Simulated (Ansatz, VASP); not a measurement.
## Al3P3H2 (AlP(100) slab, H on both faces) in two plane-wave programs

Wanted: the spread between two codes on one cell, functional and k mesh. The cell is taken from a series of runs on this material, whose earlier steps may have relaxed, scaled, displaced or heated it; both programs get it as it stands.

Program: Ansatz 0.2.0. Level of theory: plane waves, with VASP 6.6.1 beside it; single point at PBE. Results are calculated unless marked as measured.

## (1) The starting structure

The cell holds 144 atoms: 54 Al, 54 P and 36 H. Cell: a = 11.589 Å, b = 11.589 Å, c = 26.755 Å, α = 90.0°, β = 90.0°, γ = 90.0°. It derives from AlP (zinc-blende). As first built, before any earlier steps moved the atoms (in the runner's words): zinc-blende AlP (a = 5.463 A), (100) slab of 12 atomic planes, 3 x 3 surface cells, H on the broken bonds of both faces; displaced by a Gaussian of 0.02 A. Vacuum lies along c.

## (2) VASP: single point, PBE

A single point gives forces, pressure and levels at one fixed geometry, so differences don't come from the geometry; what else differs is listed under the comparison.

Lines of VASP's logs that name or quote its potential files are left out, and so is its time.

INCAR reads:

```
SYSTEM = Al3P3H2
PREC = Accurate
ENCUT = 400
EDIFF = 1E-06
NELM = 120
ISMEAR = -1
SIGMA = 0.05
LREAL = Auto
ALGO = Normal
GGA = PE
NBANDS = 334
LORBIT = 11
LWAVE = .FALSE.
LCHARG = .FALSE.
ISIF = 2
LASPH = .TRUE.
GGA_COMPAT = .FALSE.
```

POSCAR reads:

```
Al3P3H2
1.0
   11.5887730000      0.0000000000      0.0000000000
    0.0000000000     11.5887730000      0.0000000000
    0.0000000000      0.0000000000     26.7553010000
Al P H
54 54 36
Direct
    0.2654170000      0.1678060000      0.2676770000
    0.1008330000      0.3366920000      0.3707290000
    0.2667470000      0.1684620000      0.4717420000
    0.1000790000      0.3333770000      0.5753890000
    0.2659210000      0.1666150000      0.6759850000
    0.1017460000      0.0006310000      0.7804210000
    0.2670120000      0.5019010000      0.2683920000
    0.1015470000      0.6668100000      0.3693100000
    0.2674740000      0.4989150000      0.4725600000
    0.1017240000      0.6655390000      0.5754940000
    0.2667870000      0.5003630000      0.6769870000
    0.1010400000      0.3335480000      0.7802660000
    0.2673570000      0.8350870000      0.2678140000
    0.1003060000      0.0020330000      0.3703640000
    0.2650860000      0.8333870000      0.4723570000
    0.0999800000      0.9973870000      0.5745460000
    0.2650530000      0.8358540000      0.6766430000
    0.1007690000      0.6688130000      0.7790400000
    0.5997740000      0.1657690000      0.2696640000
    0.4337190000      0.3324130000      0.3717500000
    0.6010650000      0.1680990000      0.4724840000
    0.4339800000      0.3334840000      0.5745210000
    0.5993430000      0.1650870000      0.6775110000
    0.4369130000      0.9982130000      0.7794070000
    0.6021600000      0.5003250000      0.2693510000
    0.4324700000      0.6637650000      0.3705460000
    0.5981940000      0.5009600000      0.4733770000
    0.4323350000      0.6660420000      0.5737310000
    0.6014720000      0.5024720000      0.6764300000
    0.4336840000      0.3327960000      0.7787320000
[... 108 atom lines left out ...]
    0.6557960000      0.3336480000      0.8118160000
    0.8813490000      0.3366590000      0.8145670000
    0.8338850000      0.0000220000      0.1866780000
    0.0326910000      0.0005480000      0.1868640000
    0.8788650000      0.6682260000      0.8140090000
    0.6574000000      0.6661560000      0.8134100000
```

KPOINTS reads:

```
Automatic mesh
0
Gamma
1 1 1
0 0 0
```

Potentials, in the order of the species: Al, P and H (PBE family, release 64).

Started as:

```console
> export OMP_NUM_THREADS=3
> mpirun -np 1 vasp_gam
```

Output:

```text
[banner, memory and clock lines left out]
running    1 mpi-ranks, on    1 nodes
[...]
Offloading initialized ...    1 GPUs detected
[...]
LDA part: xc-table for (Slater+PW92), standard interpolation
 POSCAR, INCAR and KPOINTS ok, starting setup
[...]
entering main loop
       N       E                     dE             d eps       ncg     rms          rms(c)
DAV:   1     0.265566875424E+04    0.26557E+04   -0.16281E+05   676   0.955E+02
DAV:   2    -0.302677138641E+03   -0.29583E+04   -0.27796E+04   984   0.197E+02
DAV:   3    -0.665702459115E+03   -0.36303E+03   -0.35776E+03   808   0.710E+01
DAV:   4    -0.684012123511E+03   -0.18310E+02   -0.18234E+02   856   0.176E+01
[...]
DAV:  38    -0.647858564592E+03   -0.33536E-04   -0.88279E-06   760   0.324E-03    0.124E-02
DAV:  39    -0.647858565643E+03   -0.10505E-05   -0.13095E-06   632   0.155E-03    0.128E-02
DAV:  40    -0.647858565894E+03   -0.25115E-06   -0.12307E-07   528   0.540E-04
   1 F= -.64785857E+03 E0= -.64764250E+03  d E =-.432137E+00
```

Parts of OUTCAR (step 2):

```text
  FREE ENERGIE OF THE ION-ELECTRON SYSTEM (eV)
  ---------------------------------------------------
  free  energy   TOTEN  =      -647.8585658937 eV

  energy  without entropy=     -647.4264293269  energy(sigma->0) =     -647.64249761
```

## (3) Ansatz: single point, PBE

Ansatz runs on its default PAW (the set named soft_2) files.

The same cell, functional, mesh and smearing now go to Ansatz, which takes its cutoff from its data sets.

input.yaml reads:

```yaml
crystal:
  lattice:
    - [11.588773036866328, 0.0, 0.0]
    - [0.0, 11.588773036866328, 0.0]
    - [0.0, 0.0, 26.75530080756887]
  atoms:
    - { symbol: Al, position: [0.26541655287382665, 0.1678060366036817, 0.2676771562257509] }
    - { symbol: P, position: [0.26795753709034303, 0.33433154336713927, 0.21925740703879307] }
    - { symbol: Al, position: [0.10083291406432376, 0.3366921246025029, 0.3707286332953302] }
    - { symbol: P, position: [0.10318428210302366, 0.16804721680147627, 0.3196938136883403] }
    - { symbol: Al, position: [0.2667468949431897, 0.16846178344239263, 0.47174206845851946] }
    - { symbol: P, position: [0.2635766400842031, 0.33513555807228396, 0.4218941152097113] }
    - { symbol: Al, position: [0.10007936521916698, 0.3333765149681694, 0.5753889324043875] }
    - { symbol: P, position: [0.09837369820640045, 0.16725925288049148, 0.5234236709495452] }
    - { symbol: Al, position: [0.2659214254813273, 0.16661459208672613, 0.675984761212432] }
    - { symbol: P, position: [0.26850901429861995, 0.33672920765369546, 0.6259471658666802] }
    - { symbol: Al, position: [0.1017455173389675, 0.0006307049964535865, 0.7804212394216807] }
    - { symbol: P, position: [0.10452560623921668, 0.1709813040528501, 0.7282141417591479] }
    - { symbol: Al, position: [0.2670122554742586, 0.5019013763119492, 0.2683920544473855] }
    - { symbol: P, position: [0.2637849891310521, 0.6669759713952798, 0.2167462988050314] }
    - { symbol: Al, position: [0.10154706657467227, 0.6668101490676197, 0.3693098559342368] }
    - { symbol: P, position: [0.10161238026258791, 0.5026247159831246, 0.32033728503174774] }
    - { symbol: Al, position: [0.26747429078277696, 0.4989153420820335, 0.47255952822949043] }
    - { symbol: P, position: [0.2666412499627922, 0.6651192191429651, 0.42037283813300225] }
    - { symbol: Al, position: [0.1017235650553371, 0.6655394714289827, 0.5754939311059997] }
    - { symbol: P, position: [0.10191112413677034, 0.5024569268427003, 0.5236872173259003] }
    - { symbol: Al, position: [0.26678672023444727, 0.500363141538315, 0.6769869440990128] }
    - { symbol: P, position: [0.2670050347162648, 0.6679188442896689, 0.6268219955087045] }
    - { symbol: Al, position: [0.10103980064461504, 0.3335483874270884, 0.7802658610780527] }
    - { symbol: P, position: [0.0971059289146357, 0.5027700104916684, 0.727019706845745] }
    - { symbol: Al, position: [0.2673573094332779, 0.8350868904146537, 0.26781411989566273] }
    - { symbol: P, position: [0.26953175803909235, 0.999231627368911, 0.2177400037755651] }
    - { symbol: Al, position: [0.10030632215183648, 0.002033207265109603, 0.3703641076248086] }
    - { symbol: P, position: [0.10022188831311182, 0.8302377789483608, 0.32017230403221597] }
    - { symbol: Al, position: [0.2650861045673315, 0.8333872748447484, 0.47235747382710763] }
    - { symbol: P, position: [0.26337699731954534, 0.002481438223865519, 0.4216206504372529] }
[... 108 atom lines left out ...]
    - { symbol: H, position: [0.6557964998509921, 0.33364761663348935, 0.8118164811921933] }
    - { symbol: H, position: [0.8813487112767785, 0.3366585166664602, 0.8145671623267032] }
    - { symbol: H, position: [0.8338850502904943, 2.1661752727230625e-05, 0.18667797372069878] }
    - { symbol: H, position: [0.03269081552648717, 0.000547746997731347, 0.1868635917214564] }
    - { symbol: H, position: [0.8788650970433779, 0.6682256103240648, 0.8140088866160136] }
    - { symbol: H, position: [0.6573999779864308, 0.66615642803927, 0.8134099493425175] }
kpoints:
  mp_grid:
    grid: [1, 1, 1]
hamiltonian:
  xc: pbe
scf:
  occupations:
    method: fermi_dirac
    width: 0.05
output:
  populations: true
  dos:
    de: 0.1
    method:
      smearing:
        sigma: 0.2
  forces: true
  eigenvalues: true
```

Started as:

```console
> python scf.py
```

## (4) Comparison

Known differences besides the potentials themselves: Ansatz takes its cutoff from its data sets, VASP runs at 400 eV. Total energies have different zeros and are not compared.

Forces on 10 of the 144 atoms, those with the largest forces and the largest differences (eV/Å; atoms numbered as in POSCAR):

| atom | Ansatz x, y, z | VASP x, y, z |
| --- | --- | --- |
| Al6 | -0.570, 0.174, -1.309 | -0.569, 0.173, -1.315 |
| Al12 | 0.309, 0.392, -1.304 | 0.308, 0.389, -1.311 |
| Al18 | -0.427, -0.158, -1.286 | -0.426, -0.157, -1.292 |
| P61 | 1.350, 0.106, 1.639 | 1.356, 0.106, 1.623 |
| P71 | 0.881, 0.811, -0.593 | 0.880, 0.810, -0.591 |
| P97 | 0.571, -0.324, 1.754 | 0.568, -0.323, 1.735 |
| H113 | -0.415, 0.010, -0.336 | -0.446, 0.010, -0.324 |
| H114 | -0.765, -0.017, -1.253 | -0.744, -0.018, -1.243 |
| H117 | -0.001, 0.005, -0.660 | -0.029, 0.005, -0.650 |
| H126 | 0.130, -0.026, -0.389 | 0.158, -0.026, -0.376 |

The forces differ by 6.5 meV/Å r.m.s., which is 1.6 % of the r.m.s. force of 0.404 eV/Å (both taken over all components). Our record labels this cell a metal in VASP alone; each run is judged by its own test, so with a small gap or wide smearing the label says little about the levels. With vacuum in the cell, a pressure given here is an average over mostly empty space and none of the material.

## (5) What came out

```json
{"r.m.s. force difference (single point, PBE)": "1.6 % of the r.m.s. force"}
```

The r.m.s. force difference is 1.6 % of the r.m.s. force (single point, PBE), within the 3 % picked in this series as the mark of a large difference. How closely two codes agree says nothing of how well the functional describes the real material.

[Lines on the potential files, build, host, timing and source positions are cut from VASP's logs without a mark.]

[Logs are printed without paths, hosts, clocks, repeated set-up lines and the standing remarks that a program may print on its own settings, such as how far it seeks lower states.]

[Hosts, paths, dates, database ids (printed as entryN), source tags and the programs' standing remarks are cut or masked in the printed files.]
